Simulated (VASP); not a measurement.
Method: r2SCAN meta-GGA, VASP's PBE PAW potentials (set 64) (plane waves; VASP).

The input files of a VASP run:

INCAR:
```
SYSTEM = InSb(110) slab
PREC = Normal; ENCUT = 400; LREAL = .FALSE.
LASPH = .TRUE.
EDIFF = 1E-5; NELM = 100; NELMIN = 4
ALGO = Normal; LMAXMIX = 4; LMIXTAU = .TRUE.
ISMEAR = 0; SIGMA = 0.05
METAGGA = R2SCAN
IBRION = 2; NSW = 120; ISIF = 2
EDIFFG = -0.03
LWAVE = .TRUE.; LCHARG = .FALSE.
DIPOL = 0.5 0.5 0.5
LDIPOL = .TRUE.; IDIPOL = 3
```

**KPOINTS**
```
Automatic mesh
0
Gamma
3 5 1
0 0 0
```

### POSCAR
```
InSb(110) slab
1
    6.5584580474     0.0000000000     0.0000000000
    0.0000000000     4.6375302181    -0.0000000000
   -0.0000000000    -0.0000000000    24.4566762866
In Sb
4 4
Direct
  0.9484972876   0.0000000000   0.6258617319
  0.5378115675   0.5000000000   0.5506452302
  0.0378115675   0.0000000000   0.4493547698
  0.4484972876   0.5000000000   0.3741382681
  0.2754274932   0.0000000000   0.5492567011
  0.7382636517   0.5000000000   0.6580865184
  0.2382636517   0.0000000000   0.3419134816
  0.7754274932   0.5000000000   0.4507432989
```

POTCAR, in this order: In_d Sb (PBE.64 set). Program: vasp_std.

What VASP printed:

**OSZICAR**
```
...
DAV:   5    -0.193310539843E+03   -0.31991E-03   -0.23739E-04   516   0.889E-02    0.280E-02
DAV:   6    -0.193310659299E+03   -0.11946E-03   -0.12388E-04   516   0.727E-02    0.108E-02
DAV:   7    -0.193310700372E+03   -0.41073E-04   -0.21747E-05   362   0.354E-02    0.100E-02
DAV:   8    -0.193310722941E+03   -0.22570E-04   -0.95167E-06   332   0.239E-02    0.711E-03
DAV:   9    -0.193310760927E+03   -0.37986E-04   -0.13378E-05   348   0.260E-02    0.238E-03
DAV:  10    -0.193310769470E+03   -0.85432E-05   -0.17842E-06   346   0.132E-02
   4 F= -.19331077E+03 E0= -.19331077E+03  d E =-.172862E+00
       N       E                     dE             d eps       ncg     rms          rms(c)
DAV:   1    -0.193303878469E+03    0.68825E-02   -0.31629E+00   516   0.746E+00    0.590E-01
DAV:   2    -0.193314365481E+03   -0.10487E-01   -0.11364E-01   658   0.212E+00    0.199E-01
DAV:   3    -0.193319311621E+03   -0.49461E-02   -0.54084E-03   590   0.598E-01    0.163E-01
DAV:   4    -0.193319929365E+03   -0.61774E-03   -0.82726E-04   570   0.178E-01    0.119E-01
DAV:   5    -0.193321889986E+03   -0.19606E-02   -0.13427E-03   532   0.209E-01    0.451E-02
DAV:   6    -0.193322481960E+03   -0.59197E-03   -0.47795E-04   531   0.130E-01    0.175E-02
DAV:   7    -0.193322708954E+03   -0.22699E-03   -0.75042E-05   498   0.541E-02    0.161E-02
DAV:   8    -0.193322859938E+03   -0.15098E-03   -0.87682E-05   420   0.572E-02    0.117E-02
DAV:   9    -0.193322969497E+03   -0.10956E-03   -0.45688E-05   441   0.472E-02    0.407E-03
DAV:  10    -0.193322979039E+03   -0.95427E-05   -0.31534E-06   364   0.166E-02
   5 F= -.19332298E+03 E0= -.19332298E+03  d E =-.122096E-01
       N       E                     dE             d eps       ncg     rms          rms(c)
DAV:   1    -0.193175771228E+03    0.14720E+00   -0.24208E+01   516   0.212E+01    0.197E+00
DAV:   2    -0.193294441929E+03   -0.11867E+00   -0.10949E+00   680   0.641E+00    0.683E-01
DAV:   3    -0.193324284485E+03   -0.29843E-01   -0.37656E-02   588   0.157E+00    0.553E-01
DAV:   4    -0.193326744042E+03   -0.24596E-02   -0.43261E-03   659   0.444E-01    0.428E-01
DAV:   5    -0.193334273178E+03   -0.75291E-02   -0.42130E-03   516   0.385E-01    0.187E-01
DAV:   6    -0.193335902672E+03   -0.16295E-02   -0.22976E-03   548   0.317E-01    0.555E-02
DAV:   7    -0.193337827482E+03   -0.19248E-02   -0.10900E-03   534   0.197E-01    0.444E-02
DAV:   8    -0.193338330065E+03   -0.50258E-03   -0.17517E-04   486   0.867E-02    0.422E-02
DAV:   9    -0.193338584738E+03   -0.25467E-03   -0.24902E-04   474   0.933E-02    0.132E-02
DAV:  10    -0.193338666530E+03   -0.81793E-04   -0.18746E-05   410   0.310E-02    0.108E-02
DAV:  11    -0.193338771230E+03   -0.10470E-03   -0.23029E-05   375   0.295E-02    0.396E-03
DAV:  12    -0.193338870342E+03   -0.99113E-04   -0.27465E-05   372   0.431E-02    0.239E-03
DAV:  13    -0.193338913428E+03   -0.43085E-04   -0.58927E-06   324   0.213E-02    0.220E-03
DAV:  14    -0.193338992152E+03   -0.78724E-04   -0.26277E-05   388   0.304E-02    0.203E-03
DAV:  15    -0.193339024996E+03   -0.32844E-04   -0.54508E-06   348   0.180E-02    0.144E-03
DAV:  16    -0.193339046224E+03   -0.21228E-04   -0.36143E-06   327   0.147E-02    0.637E-04
DAV:  17    -0.193339049664E+03   -0.34403E-05   -0.32048E-06   324   0.140E-02
   6 F= -.19333905E+03 E0= -.19333905E+03  d E =-.282802E-01
       N       E                     dE             d eps       ncg     rms          rms(c)
DAV:   1    -0.193269625160E+03    0.69421E-01   -0.13560E+01   531   0.153E+01    0.146E+00
DAV:   2    -0.193331646690E+03   -0.62022E-01   -0.57286E-01   663   0.495E+00    0.493E-01
DAV:   3    -0.193346913936E+03   -0.15267E-01   -0.16558E-02   616   0.119E+00    0.411E-01
DAV:   4    -0.193347998970E+03   -0.10850E-02   -0.18655E-03   601   0.311E-01    0.306E-01
DAV:   5    -0.193351683557E+03   -0.36846E-02   -0.23310E-03   532   0.312E-01    0.153E-01
DAV:   6    -0.193353193458E+03   -0.15099E-02   -0.10839E-03   554   0.224E-01    0.585E-02
DAV:   7    -0.193353787437E+03   -0.59398E-03   -0.59134E-04   552   0.152E-01    0.373E-02
DAV:   8    -0.193354436061E+03   -0.64862E-03   -0.52888E-04   492   0.134E-01    0.253E-02
DAV:   9    -0.193354610907E+03   -0.17485E-03   -0.10800E-04   468   0.770E-02    0.126E-02
DAV:  10    -0.193354617077E+03   -0.61704E-05   -0.42777E-06   440   0.182E-02
   7 F= -.19335462E+03 E0= -.19335462E+03  d E =-.155674E-01
       N       E                     dE             d eps       ncg     rms          rms(c)
DAV:   1    -0.193322273030E+03    0.32338E-01   -0.61036E+00   531   0.102E+01    0.903E-01
DAV:   2    -0.193346278736E+03   -0.24006E-01   -0.22792E-01   660   0.321E+00    0.293E-01
DAV:   3    -0.193353691141E+03   -0.74124E-02   -0.79905E-03   602   0.843E-01    0.248E-01
DAV:   4    -0.193354346732E+03   -0.65559E-03   -0.10182E-03   587   0.223E-01    0.185E-01
DAV:   5    -0.193356408549E+03   -0.20618E-02   -0.11494E-03   543   0.221E-01    0.992E-02
DAV:   6    -0.193357311387E+03   -0.90284E-03   -0.57870E-04   556   0.166E-01    0.345E-02
DAV:   7    -0.193357645519E+03   -0.33413E-03   -0.40128E-04   544   0.130E-01    0.176E-02
DAV:   8    -0.193358001042E+03   -0.35552E-03   -0.43844E-04   519   0.124E-01    0.132E-02
DAV:   9    -0.193358147491E+03   -0.14645E-03   -0.96129E-05   468   0.710E-02    0.894E-03
DAV:  10    -0.193358148026E+03   -0.53474E-06   -0.29807E-06   400   0.159E-02
   8 F= -.19335815E+03 E0= -.19335815E+03  d E =-.190984E-01
       N       E                     dE             d eps       ncg     rms          rms(c)
DAV:   1    -0.193346594744E+03    0.11553E-01   -0.27576E+00   525   0.702E+00    0.565E-01
DAV:   2    -0.193357050179E+03   -0.10455E-01   -0.87449E-02   713   0.196E+00    0.159E-01
DAV:   3    -0.193361439103E+03   -0.43889E-02   -0.46524E-03   567   0.551E-01    0.143E-01
DAV:   4    -0.193361355067E+03    0.84035E-04   -0.63305E-04   564   0.155E-01    0.110E-01
DAV:   5    -0.193361553257E+03   -0.19819E-03   -0.89864E-04   516   0.175E-01    0.556E-02
DAV:   6    -0.193361985110E+03   -0.43185E-03   -0.41755E-04   516   0.128E-01    0.127E-02
DAV:   7    -0.193362068825E+03   -0.83715E-04   -0.11966E-04   492   0.731E-02    0.102E-02
DAV:   8    -0.193362113156E+03   -0.44331E-04   -0.10301E-05   370   0.276E-02    0.647E-03
DAV:   9    -0.193362153120E+03   -0.39964E-04   -0.10658E-05   332   0.239E-02    0.376E-03
DAV:  10    -0.193362166466E+03   -0.13347E-04   -0.87307E-06   332   0.254E-02    0.210E-03
DAV:  11    -0.193362182171E+03   -0.15704E-04   -0.38375E-06   324   0.173E-02    0.117E-03
DAV:  12    -0.193362194272E+03   -0.12101E-04   -0.25045E-06   324   0.119E-02    0.622E-04
DAV:  13    -0.193362185411E+03    0.88616E-05   -0.25806E-06   324   0.130E-02
   9 F= -.19336219E+03 E0= -.19336219E+03  d E =-.403738E-02
       N       E                     dE             d eps       ncg     rms          rms(c)
DAV:   1    -0.193359753771E+03    0.24405E-02   -0.56463E-01   525   0.317E+00    0.237E-01
DAV:   2    -0.193361347014E+03   -0.15932E-02   -0.15745E-02   691   0.777E-01    0.615E-02
DAV:   3    -0.193362542291E+03   -0.11953E-02   -0.10566E-03   556   0.232E-01    0.600E-02
DAV:   4    -0.193362556277E+03   -0.13986E-04   -0.16209E-04   508   0.736E-02    0.467E-02
DAV:   5    -0.193362660665E+03   -0.10439E-03   -0.18195E-04   496   0.768E-02    0.256E-02
DAV:   6    -0.193362748461E+03   -0.87795E-04   -0.88677E-05   468   0.586E-02    0.482E-03
DAV:   7    -0.193362808518E+03   -0.60058E-04   -0.25421E-05   432   0.377E-02    0.412E-03
DAV:   8    -0.193362792971E+03    0.15547E-04   -0.41267E-06   336   0.180E-02    0.246E-03
DAV:   9    -0.193362809227E+03   -0.16256E-04   -0.29014E-06   324   0.156E-02    0.187E-03
DAV:  10    -0.193362792971E+03    0.16256E-04   -0.28937E-06   324   0.163E-02    0.144E-03
DAV:  11    -0.193362787789E+03    0.51817E-05   -0.72770E-07   276   0.864E-03
  10 F= -.19336279E+03 E0= -.19336279E+03  d E =-.463976E-02
```

OUTCAR:
```
------------------------ aborting loop because EDIFF is reached ----------------------------------------
  FORCE on cell =-STRESS in cart. coord.  units (eV):
  Direction    XX          YY          ZZ          XY          YZ          ZX
  --------------------------------------------------------------------------------------
  Total       -1.2982204     -2.0537328     -0.1773272      0.0000000      0.0000000      0.0000000
  in kB       -2.7962312     -4.4235261     -0.3819443      0.0000000      0.0000000      0.0000000
  external PRESSURE =      -2.5339005 kB  Pullay stress =       0.0000000 kB
  volume of cell :      743.85
      direct lattice vectors                 reciprocal lattice vectors
     6.558458047  0.000000000  0.000000000     0.152474864  0.000000000  0.000000000
     0.000000000  4.637530218  0.000000000     0.000000000  0.215632018  0.000000000
     0.000000000  0.000000000 24.456676287     0.000000000  0.000000000  0.040888631
 POSITION                                       TOTAL-FORCE (eV/Angst)
 -----------------------------------------------------------------------------------
      6.24078      0.00000     15.15179        -0.005116      0.000000     -0.025551
      3.46570      2.31877     13.53100         0.019470      0.000000      0.016013
      0.18647      0.00000     10.92568         0.019470      0.000000     -0.016013
      2.96156      2.31877      9.30489        -0.005116      0.000000      0.025551
      1.81139      0.00000     13.31054        -0.011814      0.000000     -0.013697
      4.87828      2.31877     16.01068        -0.002540      0.000000      0.019144
      1.59905      0.00000      8.44599        -0.002540      0.000000     -0.019144
      5.09061      2.31877     11.14613        -0.011814      0.000000      0.013697
 -----------------------------------------------------------------------------------
    total drift:                                0.015509      0.000000     -0.000086
  FREE ENERGIE OF THE ION-ELECTRON SYSTEM (eV)
  ---------------------------------------------------
  free  energy   TOTEN  =      -193.3627877893 eV

  energy  without entropy=     -193.3627877893  energy(sigma->0) =     -193.36278779

 reached required accuracy - stopping structural energy minimisation
```
(Selected blocks of OUTCAR.)

**CONTCAR**
```
InSb(110) slab
   1.00000000000000
     6.5584580474000003    0.0000000000000000    0.0000000000000000
     0.0000000000000000    4.6375302181000002    0.0000000000000000
     0.0000000000000000    0.0000000000000000   24.4566762866000005
  In              Sb
     4     4
Direct
     0.9515627321005374    0.0000000000000000    0.6195359023385399
     0.5284314236042640    0.5000000000000000    0.5532639054032525
     0.0284314236042640    0.0000000000000000    0.4467360945967476
     0.4515627321005374    0.5000000000000000    0.3804640976614599
     0.2761907632902135    0.0000000000000000    0.5442498566551485
     0.7438150810049851    0.5000000000000000    0.6546549439634125
     0.2438150810049852    0.0000000000000000    0.3453450560365875
     0.7761907632902134    0.5000000000000000    0.4557501433448515
```

The cell is a thin slab with vacuum, built from InSb (zinc blende): (110) face.
